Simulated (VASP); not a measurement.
VASP input:

POSCAR:
```
Ca
1
    0.0000000000     2.7900000000     2.7900000000
    2.7900000000     0.0000000000     2.7900000000
    2.7900000000     2.7900000000     0.0000000000
Ca
1
Direct
  0.0000000000   0.0000000000   0.0000000000
```

File KPOINTS:
```
kpoints
0
G
10 10 10
```

**INCAR**
```
ALGO = Normal
EDIFF = 1E-6
ENCUT = 400
GGA = PE
ISIF = 2
ISMEAR = 1
LASPH = T
LCHARG = F
LREAL = F
LWAVE = F
NELM = 100
PREC = Accurate
SIGMA = 0.1
SYSTEM = Ca
```

POTCAR, in this order: Ca_sv (PBE.64 set). Program: vasp_std.

Task: Write an equivalent input for Quantum ESPRESSO's pw.x.

Result: One equivalent input (not run):
```
&CONTROL
  calculation = 'scf'
  pseudo_dir = './pseudo'
  outdir = './out'
  tprnfor = .true.
  tstress = .true.
/
&SYSTEM
  ibrav = 0
  nat = 1
  ntyp = 1
  ecutwfc = 68
  occupations = 'smearing'
  smearing = 'methfessel-paxton'
  degauss = 0.00735
  input_dft = 'pbe'
/
&ELECTRONS
  conv_thr = 7.3e-08
  electron_maxstep = 100
/
ATOMIC_SPECIES
  Ca 40.078 Ca.upf
CELL_PARAMETERS angstrom
     0.0000000    2.7900000    2.7900000
     2.7900000    0.0000000    2.7900000
     2.7900000    2.7900000    0.0000000
ATOMIC_POSITIONS crystal
  Ca   0.0000000  0.0000000  0.0000000
K_POINTS automatic
  10 10 10 0 0 0
```
Limits of the translation: the potentials are each code's own (VASP's PAW set, PseudoDojo norm-conserving files in pw.x), so ENCUT and ecutwfc are chosen apart and not converted; conv_thr bounds pw.x's estimated SCF error, while EDIFF bounds the energy change between steps.

The compound is Ca in the fcc structure. The cell was not relaxed at this level.
